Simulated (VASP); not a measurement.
A VASP calculation is set up with these files.

**KPOINTS**
```
Automatic mesh
0
Gamma
6 6 6
0 0 0
```

### POSCAR
```
ZnS
1
    0.0000000000     2.7591000000     2.7591000000
    2.7591000000     0.0000000000     2.7591000000
    2.7591000000     2.7591000000     0.0000000000
Zn S
1 1
Direct
  0.0000000000   0.0000000000   0.0000000000
  0.2500000000   0.2500000000   0.2500000000
```

INCAR:
```
SYSTEM = ZnS
PREC = Accurate
ENCUT = 400
EDIFF = 1E-6
NELM = 60
ALGO = Normal
LREAL = .FALSE.
LASPH = .TRUE.
ISMEAR = 0
SIGMA = 0.05
GGA = PE
LMAXMIX = 4
LWAVE = .FALSE.
LCHARG = .FALSE.
ISIF = 2
IMIX = 1
AMIX = 1.5
BMIX = 0.0001
```

POTCAR, in this order: Zn S (PBE.64 set). Program: vasp_std.

The resulting files:

### standard output
```
...
DAV:  21    -0.115188946772E+05   -0.48412E+03   -0.93587E+04   624   0.180E+03    0.148E+03
DAV:  22    -0.110420843414E+05    0.47681E+03   -0.84411E+04   704   0.616E+02    0.148E+03
DAV:  23    -0.114150832697E+05   -0.37300E+03   -0.91878E+04   608   0.180E+03    0.151E+03
DAV:  24    -0.109868522086E+05    0.42823E+03   -0.85298E+04   712   0.618E+02    0.153E+03
DAV:  25    -0.113874773709E+05   -0.40063E+03   -0.92119E+04   616   0.178E+03    0.154E+03
DAV:  26    -0.110155509391E+05    0.37193E+03   -0.85253E+04   720   0.626E+02    0.155E+03
DAV:  27    -0.114750785065E+05   -0.45953E+03   -0.92588E+04   592   0.180E+03    0.153E+03
DAV:  28    -0.110606999897E+05    0.41438E+03   -0.85239E+04   704   0.626E+02    0.152E+03
DAV:  29    -0.115833880474E+05   -0.52269E+03   -0.93623E+04   584   0.180E+03    0.151E+03
DAV:  30    -0.111229371382E+05    0.46045E+03   -0.85247E+04   704   0.613E+02    0.151E+03
DAV:  31    -0.116482811527E+05   -0.52534E+03   -0.94987E+04   624   0.183E+03    0.148E+03
DAV:  32    -0.111659937828E+05    0.48229E+03   -0.85067E+04   720   0.610E+02    0.148E+03
DAV:  33    -0.115551916044E+05   -0.38920E+03   -0.93589E+04   608   0.181E+03    0.150E+03
DAV:  34    -0.110751521448E+05    0.48004E+03   -0.84863E+04   704   0.642E+02    0.151E+03
DAV:  35    -0.114682469569E+05   -0.39309E+03   -0.92411E+04   608   0.181E+03    0.152E+03
DAV:  36    -0.110294096765E+05    0.43884E+03   -0.84250E+04   704   0.616E+02    0.151E+03
DAV:  37    -0.114653103692E+05   -0.43590E+03   -0.93160E+04   624   0.178E+03    0.150E+03
DAV:  38    -0.110320965733E+05    0.43321E+03   -0.85405E+04   704   0.615E+02    0.151E+03
DAV:  39    -0.113948617817E+05   -0.36277E+03   -0.92009E+04   632   0.178E+03    0.154E+03
DAV:  40    -0.109573156464E+05    0.43755E+03   -0.84371E+04   704   0.620E+02    0.154E+03
DAV:  41    -0.113036888214E+05   -0.34637E+03   -0.90546E+04   592   0.177E+03    0.152E+03
DAV:  42    -0.109910695118E+05    0.31262E+03   -0.86127E+04   720   0.606E+02    0.151E+03
DAV:  43    -0.115766483249E+05   -0.58558E+03   -0.94699E+04   616   0.178E+03    0.153E+03
DAV:  44    -0.110763900985E+05    0.50026E+03   -0.85156E+04   712   0.619E+02    0.155E+03
DAV:  45    -0.114873587986E+05   -0.41097E+03   -0.93183E+04   624   0.181E+03    0.154E+03
DAV:  46    -0.110306285546E+05    0.45673E+03   -0.84212E+04   704   0.609E+02    0.154E+03
DAV:  47    -0.114046657539E+05   -0.37404E+03   -0.92049E+04   632   0.178E+03    0.151E+03
DAV:  48    -0.109490229888E+05    0.45564E+03   -0.84866E+04   704   0.608E+02    0.149E+03
DAV:  49    -0.112657942932E+05   -0.31677E+03   -0.90504E+04   600   0.177E+03    0.149E+03
DAV:  50    -0.109183406982E+05    0.34745E+03   -0.84721E+04   704   0.610E+02    0.150E+03
DAV:  51    -0.113721365035E+05   -0.45380E+03   -0.92047E+04   608   0.174E+03    0.151E+03
DAV:  52    -0.109462356151E+05    0.42590E+03   -0.84259E+04   712   0.610E+02    0.151E+03
DAV:  53    -0.113567370656E+05   -0.41050E+03   -0.91526E+04   608   0.177E+03    0.149E+03
DAV:  54    -0.110141785646E+05    0.34256E+03   -0.85955E+04   720   0.608E+02    0.149E+03
DAV:  55    -0.115810554400E+05   -0.56688E+03   -0.94986E+04   648   0.178E+03    0.149E+03
DAV:  56    -0.110670437817E+05    0.51401E+03   -0.85173E+04   704   0.610E+02    0.149E+03
DAV:  57    -0.112880423858E+05   -0.22100E+03   -0.89817E+04   600   0.179E+03    0.150E+03
DAV:  58    -0.109264252901E+05    0.36162E+03   -0.84246E+04   704   0.616E+02    0.150E+03
DAV:  59    -0.114069280212E+05   -0.48050E+03   -0.92635E+04   616   0.178E+03    0.151E+03
DAV:  60    -0.110067647054E+05    0.40016E+03   -0.85074E+04   704   0.611E+02

 -----------------------------------------------------------------------------
|                                                                             |
|           W    W    AA    RRRRR   N    N  II  N    N   GGGG   !!!           |
|           W    W   A  A   R    R  NN   N  II  NN   N  G    G  !!!           |
|           W    W  A    A  R    R  N N  N  II  N N  N  G       !!!           |
|           W WW W  AAAAAA  RRRRR   N  N N  II  N  N N  G  GGG   !            |
|           WW  WW  A    A  R   R   N   NN  II  N   NN  G    G                |
|           W    W  A    A  R    R  N    N  II  N    N   GGGG   !!!           |
|                                                                             |
|     The electronic self-consistency was not achieved in the given           |
|     number of steps (NELM). The forces and other quantities evaluated       |
|     might not be reliable so examine the results carefully. If you find     |
|     spurious results, we suggest increasing NELM, if you were close to      |
|     convergence or switching to a different ALGO or adjusting the           |
|     density mixing parameters otherwise.                                    |
|                                                                             |
 -----------------------------------------------------------------------------

   1 F= -.11006765E+05 E0= -.11006765E+05  d E =-.777729E-32
```

**OUTCAR**
```
------------------------ aborting loop EDIFF was not reached (unconverged)  ----------------------------
  FORCE on cell =-STRESS in cart. coord.  units (eV):
  Direction    XX          YY          ZZ          XY          YZ          ZX
  --------------------------------------------------------------------------------------
  Total     2592.4992961   2592.4992961   2592.4992961      0.0000000      0.0000000     -0.0000000
  in kB    98877.3709103  98877.3709103  98877.3709103      0.0000000      0.0000000     -0.0000000
  external PRESSURE =   98877.3709103 kB  Pullay stress =       0.0000000 kB
  volume of cell :       42.01
      direct lattice vectors                 reciprocal lattice vectors
     0.000000000  2.759100000  2.759100000    -0.181218513  0.181218513  0.181218513
     2.759100000  0.000000000  2.759100000     0.181218513 -0.181218513  0.181218513
     2.759100000  2.759100000  0.000000000     0.181218513  0.181218513 -0.181218513
  FREE ENERGIE OF THE ION-ELECTRON SYSTEM (eV)
  ---------------------------------------------------
  free  energy   TOTEN  =    -11006.7647053663 eV

  energy  without entropy=   -11006.7647053663  energy(sigma->0) =   -11006.76470537
```
(Selected blocks of OUTCAR.)

Question: From input and log, find the fault in this run and mend it.

Answer: The cause: simple mixing (IMIX = 1) with AMIX above 1 overshoots. The run did not converge; its last values are not results. Against the sound run, the energy per atom (σ→0) falls by 5499.964 eV/atom; the pressure goes up by 9890.41 GPa; the band gap increases by 13.96 eV. To mend it, remove IMIX, remove AMIX, remove BMIX.

The mended run (PBE GGA, plane waves, VASP's PBE PAW potentials (set 64)) converges, and its OSZICAR ends with
```
   1 F= -.68358738E+01 E0= -.68358738E+01  d E =-.396868E-11
```

The compound is ZnS in the zinc blende structure. The cell was not relaxed at this level.
